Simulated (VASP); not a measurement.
Level of theory: vdW-DF-cx, VASP's PBE PAW potentials (set 64) (plane waves; VASP 6.6.1).

VASP input:

### KPOINTS
```
Automatic mesh
0
Gamma
10 10 6
0 0 0
```

**POSCAR**
```
Gd
1.0
  1.8150000000  -3.1436720000   0.0000000000
  1.8150000000   3.1436720000   0.0000000000
  0.0000000000   0.0000000000   5.7800000000
Gd
2
Cartesian
  1.8150000000   1.0478927624   1.4450000000
  1.8150000000  -1.0478927624   4.3350000000
```

**INCAR**
```
AGGAC  =  0.0
ALGO  =  Normal
EDIFF  =  1E-6
EDIFFG  =  -0.01
ENCUT  =  520
GGA  =  CX
IBRION  =  2
ISIF  =  3
ISMEAR  =  1
LASPH  =  T
LCHARG  =  F
LMAXMIX  =  6
LREAL  =  F
LUSE_VDW  =  T
LWAVE  =  F
NELM  =  100
NSW  =  60
PREC  =  Accurate
SIGMA  =  0.1
SYSTEM  =  Gd
```

POTCAR, in this order: Gd_3 (PBE.64 set). Program: vasp_std.

The 4f electrons are frozen in the core of the lanthanide potential, so 4f levels, which can set the real gap, and their magnetism are missing. Energy and stress use the plane-wave basis of the starting cell.

Question: Predict the energy per atom (σ→0), volume per atom, band gap (on the k-mesh).

Answer: 
| Item | Result |
|---|---|
| energy per atom (σ→0) | -2252 meV/atom |
| band gap (on the k-mesh) | none (metal, semimetal or under 0.01 eV) |
| volume per atom | 31.08 Å³/atom |

### OSZICAR
```
...
   5 F= -.45038982E+01 E0= -.45043424E+01  d E =-.357716E-04
       N       E                     dE             d eps       ncg     rms          rms(c)
DAV:   1    -0.450417800080E+01   -0.27970E-03   -0.12588E-02  1466   0.819E-01    0.721E-02
DAV:   2    -0.450399567702E+01    0.18232E-03   -0.22196E-04  1681   0.121E-01    0.493E-02
DAV:   3    -0.450391884849E+01    0.76829E-04   -0.10464E-04  1849   0.772E-02    0.219E-02
DAV:   4    -0.450391850100E+01    0.34749E-06   -0.15035E-05  1875   0.272E-02    0.123E-02
DAV:   5    -0.450391829410E+01    0.20690E-06   -0.35694E-07   738   0.485E-03
   6 F= -.45039183E+01 E0= -.45043719E+01  d E =-.559032E-04
```

The compound is Gd in the hcp structure. This run relaxes it. Symmetry was kept, so distortions that lower it aren't found.
